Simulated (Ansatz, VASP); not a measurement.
# W2CF2: VASP beside Ansatz, part 2 of 2

One calculation is typed for both programs; each brings its own data sets. How far apart do they land? Of the first pair: The structure shown is the start of the Ansatz relaxation below; VASP solves that cell, so the two are compared at the walk's first step.

VASP 6.6.1 and Ansatz 0.2.0.

So far. Step 4 (Comparison): The forces differ by 25 meV/Å r.m.s., which is 13.1 % of the r.m.s. force of 0.194 eV/Å (both taken over all components). With vacuum in the cell, a pressure given here is an average over mostly empty space and none of the material.

### 6. Ansatz: relaxation, PBE

Level of this step: Ansatz beside VASP: Kohn-Sham DFT, plane waves, PBE (Ansatz).

This run makes the geometry at which the two programs are then compared.

The structure compared here is the end of the Ansatz relaxation.

input.yaml

```yaml
crystal:
  lattice:
    - [2.8650772766, 0.0, 0.0]
    - [-1.4325386383, 2.4812297053, 0.0]
    - [0.0, 0.0, 33.2]
  atoms:
    - { symbol: C, position: [0.0, 0.0, 0.3012048193] }
    - { symbol: W, position: [0.3333333333, 0.6666666667, 0.3423521432] }
    - { symbol: W, position: [0.6666666667, 0.3333333333, 0.2600574954] }
    - { symbol: F, position: [0.6666666667, 0.3333333333, 0.3904487921] }
    - { symbol: F, position: [0.3333333333, 0.6666666667, 0.2119608465] }
  periodic: [true, true, false]
kpoints:
  mp_grid: { grid: [15, 15, 1] }
hamiltonian:
  xc: pbe
  pseudopotentials: { kind: paw, azcp: { folder: soft_1 } }
scf:
  occupations: { method: gaussian, width: 0.1 }
output:
  forces: true
  stress: true
  eigenvalues: true
  write_density: true
  write_potential: true
  elf: true
  volumetric_format: npy
relax:
  adjacent_minimum: "off"
  f_tol: 0.005
  max_steps: 80
  cell: { stress_2d_tol: 0.02 }
```

Started as:

```
ansatz run input.yaml --threads 4 --pin off --max-ram 16384MiB --backend cpu --events-out ev --progress --plain --runs-dir out
```

Numbers of over 12 decimals in the logs are rounded to 6 here.

Log:

```text
[...]
Crystal: 5 atoms, lattice volume = 253.444 Å³
Basis set: ecut = 420 eV, 4967 PW (Γ), exchange–correlation on 40×40×480 points (8 copies of the dense FFT grid, shifted against one another)
Bands: 28, of which v1, the nominal top of the filled ones, is band 23 counted from 1 (22 counted from 0)
Symmetry: 12 space group operations
[...]
cell:  # Å, volume = 251.0852 Å³
    - [2.851712, 0.0, 0]
    - [-1.425856, 2.469655, 0]
    - [0, 0, 35.65159958784]
  atoms:
    - { symbol: C, position: [0, 0, 0.280492] }
    - { symbol: W, position: [0.333333, 0.666667, 0.319366] }
    - { symbol: W, position: [0.666667, 0.333333, 0.241619] }
    - { symbol: F, position: [0.666667, 0.333333, 0.363668] }
    - { symbol: F, position: [0.333333, 0.666667, 0.197316] }
[key lines of the parts left out:]
SCF converged after 5 iterations
Free energy (F): -22637.308381 eV
Fermi energy:    -5.659341 eV
P = ½ c Tr σ = -0.0038 N/m
```

### 7. VASP: single point, PBE, relaxed cell, pair 2

The same cell, functional, mesh and smearing now go to VASP, with its own data sets.

INCAR

```
SYSTEM = W2CF2
PREC = Accurate
ENCUT = 520
EDIFF = 1E-06
NELM = 120
ISMEAR = 0
SIGMA = 0.1
LREAL = .FALSE.
ALGO = Normal
GGA = PE
NBANDS = 21
LASPH = .TRUE.
LORBIT = 11
LWAVE = .FALSE.
LCHARG = .FALSE.
ISIF = 2
LDIPOL = .TRUE.
IDIPOL = 3
DIPOL = 0.5 0.5 0.28
LVHAR = .TRUE.
GGA_COMPAT = .FALSE.
NELMDL = -8
KPAR = 2
```

POSCAR

```
W2CF2
1.0
    2.8517121868      0.0000000000      0.0000000000
   -1.4258560934      2.4696551980      0.0000000000
    0.0000000000      0.0000000000     35.6515995878
C W F
1 2 2
Direct
    0.0000000000      0.0000000000      0.2804923234
    0.3333333333      0.6666666667      0.3193659121
    0.6666666667      0.3333333333      0.2416187347
    0.6666666667      0.3333333333      0.3636682571
    0.3333333333      0.6666666667      0.1973163897
```

KPOINTS

```
Automatic mesh
0
Gamma
15 15 1
0 0 0
```

Potentials, in the order of the species: C, W and F (PBE family, release 64).

Started as:

```
mpirun -np 2 vasp_std
```

Log:

```text
[... set-up lines as in an earlier step ...]
 entering main loop
       N       E                     dE             d eps       ncg     rms          rms(c)
DAV:   1     0.282172666300E+03    0.28217E+03   -0.11796E+04  1190   0.110E+03
DAV:   2    -0.114896798690E+02   -0.29366E+03   -0.28236E+03  1710   0.278E+02
DAV:   3    -0.473110989389E+02   -0.35821E+02   -0.35135E+02  1389   0.113E+02
DAV:   4    -0.483615039246E+02   -0.10504E+01   -0.10123E+01  1649   0.207E+01
[...]
DAV:  22    -0.422104210312E+02   -0.13189E-05   -0.34718E-08   772   0.800E-04    0.274E-04
DAV:  23    -0.422104239161E+02   -0.28849E-05   -0.70587E-08   757   0.111E-03    0.155E-04
DAV:  24    -0.422104243315E+02   -0.41533E-06   -0.28721E-08   772   0.672E-04
   1 F= -.42210424E+02 E0= -.42200391E+02  d E =-.200661E-01
```

Parts of OUTCAR (step 7):

```text
  Total       -0.3484935     -0.3484935     -0.3393242     -0.0000000     -0.0000000     -0.0000000
  in kB       -2.2237410     -2.2237410     -2.1652314     -0.0000000     -0.0000000     -0.0000000
  external PRESSURE =      -2.2042378 kB  Pullay stress =       0.0000000 kB

 POSITION                                       TOTAL-FORCE (eV/Angst)
 -----------------------------------------------------------------------------------
      0.00000      0.00000     10.00000        -0.000000      0.000000     -0.000000
     -0.00000      1.64644     11.38591        -0.000000     -0.000000      0.046064
      1.42586      0.82322      8.61409        -0.000000     -0.000000     -0.046064
      1.42586      0.82322     12.96536         0.000000     -0.000000     -0.059805
     -0.00000      1.64644      7.03464        -0.000000      0.000000      0.059805
 -----------------------------------------------------------------------------------
    total drift:                               -0.000000      0.000000     -0.000098

  FREE ENERGIE OF THE ION-ELECTRON SYSTEM (eV)
  ---------------------------------------------------
  free  energy   TOTEN  =       -42.2104243315 eV

  energy  without entropy=      -42.1903582600  energy(sigma->0) =      -42.20039130

[... 1 part as in an earlier step ...]

[... 2 further parts left out ...]
[key lines of the parts left out:]
E-fermi :  -3.0074
```

The run ends at a pressure of -0.22 GPa, with forces up to 0.060 eV/Å.

### 8. Differences

What differs besides the data sets and the points named for the pairs above, as far as they apply: the data sets hold 46 valence electrons in Ansatz (on its PAW soft_1 files) and 30 in VASP. Total energies have different zeros and are not compared.

Forces (eV/Å; atoms numbered as in POSCAR):

```csv
atom,"Ansatz x, y, z","VASP x, y, z"
C1,"0.000, 0.000, 0.000","0.000, 0.000, 0.000"
W2,"0.000, 0.000, 0.001","0.000, 0.000, 0.046"
W3,"0.000, 0.000, -0.001","0.000, 0.000, -0.046"
F4,"0.000, 0.000, 0.000","0.000, 0.000, -0.060"
F5,"0.000, 0.000, 0.000","0.000, 0.000, 0.060"
```

The forces differ by 27 meV/Å r.m.s., where the r.m.s. force is 0.000 eV/Å in Ansatz and 0.028 eV/Å in VASP: the atoms lie near their places of rest in Ansatz, so a percentage would say little (all taken over all components). With vacuum in the cell, a pressure given here is an average over mostly empty space and none of the material.

### 9. Ansatz: relaxation, PBE

The two programs are compared at the cell with which this relaxation starts, whose forces are those of its first step.

The structure compared here is the start of the Ansatz relaxation; VASP solves that cell, so the two are compared at the walk's first step.

input.yaml, the sections that differ from step 6:

```yaml
crystal:
  lattice:
    - [2.8517121868, 0.0, 0.0]
    - [-1.4258560934, 2.469655198, 0.0]
    - [0.0, 0.0, 35.6515995878]
  atoms:
    - { symbol: C, position: [0.0, 0.0, 0.2804923234] }
    - { symbol: W, position: [0.3333333333, 0.6666666667, 0.3193659121] }
    - { symbol: W, position: [0.6666666667, 0.3333333333, 0.2416187347] }
    - { symbol: F, position: [0.6666666667, 0.3333333333, 0.3636682571] }
    - { symbol: F, position: [0.3333333333, 0.6666666667, 0.1973163897] }
  periodic: [true, true, false]
kpoints:
  mp_grid: { grid: [18, 18, 1] }
scf:
  occupations: { method: methfessel_paxton, width: 0.2 }
relax:
  adjacent_minimum: "off"
  f_tol: 0.001
  max_steps: 60
  cell: { stress_2d_tol: 0.002 }
# hamiltonian, output: as in step 6
```

Started as:

```
ansatz run input.yaml --threads 4 --pin off --max-ram 16384MiB --backend cpu --events-out ev --progress --plain --runs-dir out
```

Log:

```text
[...]
Crystal: 5 atoms, lattice volume = 251.085 Å³
Basis set: ecut = 420 eV, 4919 PW (Γ), exchange–correlation on 40×40×480 points (8 copies of the dense FFT grid, shifted against one another)
Bands: 28, of which v1, the nominal top of the filled ones, is band 23 counted from 1 (22 counted from 0)
Symmetry: 12 space group operations
[...]
k-points: 37 of 324
[...]
cell:  # Å, volume = 250.3133 Å³
    - [2.847326, 0.0, 0]
    - [-1.423663, 2.465857, 0]
    - [0, 0, 35.6515995878]
  atoms:
    - { symbol: C, position: [0, 0, 0.2804923234] }
    - { symbol: W, position: [0.333333, 0.666667, 0.319545] }
    - { symbol: W, position: [0.666667, 0.333333, 0.241439] }
    - { symbol: F, position: [0.666667, 0.333333, 0.363897] }
    - { symbol: F, position: [0.333333, 0.666667, 0.197087] }
[key lines of the parts left out:]
SCF converged after 8 iterations
Free energy (F): -22637.300817 eV
Fermi energy:    -5.684067 eV
P = ½ c Tr σ = -0.0006 N/m
```

### 10. VASP: single point, PBE, start cell, pair 3

The same cell, functional, mesh and smearing now go to VASP, with its own data sets.

Edit INCAR of step 7 so:

```diff
@@ -5,4 +5,4 @@
 NELM = 120
-ISMEAR = 0
-SIGMA = 0.1
+ISMEAR = 1
+SIGMA = 0.2
 LREAL = .FALSE.
```

POSCAR

```
W2CF2
1.0
    2.8517120000      0.0000000000      0.0000000000
   -1.4258560000      2.4696550000      0.0000000000
    0.0000000000      0.0000000000     35.6516000000
C W F
1 2 2
Direct
    0.0000000000      0.0000000000      0.2804923201
    0.3333333333      0.6666666667      0.3193659190
    0.6666666667      0.3333333333      0.2416187212
    0.6666666667      0.3333333333      0.3636682505
    0.3333333333      0.6666666667      0.1973163897
```

KPOINTS

```
Automatic mesh
0
Gamma
18 18 1
0 0 0
```

Started as:

```
mpirun -np 2 vasp_std
```

Log:

```text
[... set-up lines as in an earlier step ...]
 entering main loop
       N       E                     dE             d eps       ncg     rms          rms(c)
DAV:   1     0.275579144986E+03    0.27558E+03   -0.11923E+04  1626   0.110E+03
DAV:   2    -0.141810173565E+02   -0.28976E+03   -0.27982E+03  2422   0.276E+02
DAV:   3    -0.474292507131E+02   -0.33248E+02   -0.32572E+02  1925   0.109E+02
DAV:   4    -0.483667889963E+02   -0.93754E+00   -0.90582E+00  2198   0.194E+01
[...]
DAV:  22    -0.422018827758E+02   -0.18277E-05   -0.48689E-08  1057   0.970E-04    0.218E-04
DAV:  23    -0.422018850426E+02   -0.22668E-05   -0.59391E-08  1057   0.894E-04    0.206E-04
DAV:  24    -0.422018855468E+02   -0.50419E-06   -0.30544E-08  1037   0.609E-04
   1 F= -.42201886E+02 E0= -.42197995E+02  d E =-.116715E-01
```

OUTCAR, selected parts (step 10):

```text
  Total       -0.4223290     -0.4223290     -0.1562015      0.0000000      0.0000000      0.0000000
  in kB       -2.6948870     -2.6948869     -0.9967237      0.0000000      0.0000000      0.0000000
  external PRESSURE =      -2.1288325 kB  Pullay stress =       0.0000000 kB

 POSITION                                       TOTAL-FORCE (eV/Angst)
 -----------------------------------------------------------------------------------
      0.00000      0.00000     10.00000        -0.000000     -0.000000     -0.000000
     -0.00000      1.64644     11.38591        -0.000000     -0.000000      0.082284
      1.42586      0.82322      8.61409        -0.000000     -0.000000     -0.082284
      1.42586      0.82322     12.96535         0.000000      0.000000     -0.045833
     -0.00000      1.64644      7.03464        -0.000000      0.000000      0.045833
 -----------------------------------------------------------------------------------
    total drift:                               -0.000000      0.000000     -0.000091

  FREE ENERGIE OF THE ION-ELECTRON SYSTEM (eV)
  ---------------------------------------------------
  free  energy   TOTEN  =       -42.2018855468 eV

  energy  without entropy=      -42.1902140713  energy(sigma->0) =      -42.19799505

[... 3 further parts left out ...]
[key lines of the parts left out:]
E-fermi :  -3.0111
```

The run ends at a pressure of -0.21 GPa, with forces up to 0.082 eV/Å.

### 11. Differences

What differs besides the data sets and the points named for the pairs above, as far as they apply: the data sets hold 46 valence electrons in Ansatz (on its PAW soft_1 files) and 30 in VASP. Total energies have different zeros and are not compared.

Forces (eV/Å; atoms numbered as in POSCAR):

```
atom        Ansatz x, y, z          VASP x, y, z
  C1   0.000, 0.000, 0.000   0.000, 0.000, 0.000
  W2   0.000, 0.000, 0.042   0.000, 0.000, 0.082
  W3  0.000, 0.000, -0.042  0.000, 0.000, -0.082
  F4   0.000, 0.000, 0.015  0.000, 0.000, -0.046
  F5  0.000, 0.000, -0.015   0.000, 0.000, 0.046
```

The forces differ by 27 meV/Å r.m.s., which is 77.3 % of the r.m.s. force of 0.034 eV/Å (both taken over all components). With vacuum in the cell, a pressure given here is an average over mostly empty space and none of the material.

### 12. What came out

| Quantity | Value |
| --- | --- |
| r.m.s. force difference (single point, PBE, start cell, pair 1) | 25 meV/Å |
| r.m.s. force difference (single point, PBE, relaxed cell, pair 2) | 27 meV/Å |
| r.m.s. force difference (single point, PBE, start cell, pair 3) | 27 meV/Å |

The r.m.s. force difference is 27 meV/Å (single point, PBE, relaxed cell, pair 2), beyond the 12 meV/Å picked in this series as the mark of a large difference. The data sets hold unlike numbers of valence electrons (46 in Ansatz and 30 in VASP), so part of the differences comes from the potentials. For single point, PBE, start cell, pair 1, no further run moves any of the tabulated differences by more than a quarter of its size. What causes the difference of the single point, PBE, relaxed cell, pair 2 pair stays open here. What causes the difference of the single point, PBE, start cell, pair 3 pair stays open here. 1 further run of this series is not shown here. Such differences can come from data sets, numerical settings and the points named under the comparisons, not from the functional's error against experiment.

[Lines on the potential files, build, host, timing and source positions are cut from VASP's logs without a mark.]

[Logs are printed without paths, hosts, clocks, repeated set-up lines and the standing remarks that a program may print on its own settings, such as how far it seeks lower states.]

[Hosts, paths, dates, database ids (printed as entryN), source tags and the programs' standing remarks are cut or masked in the printed files.]
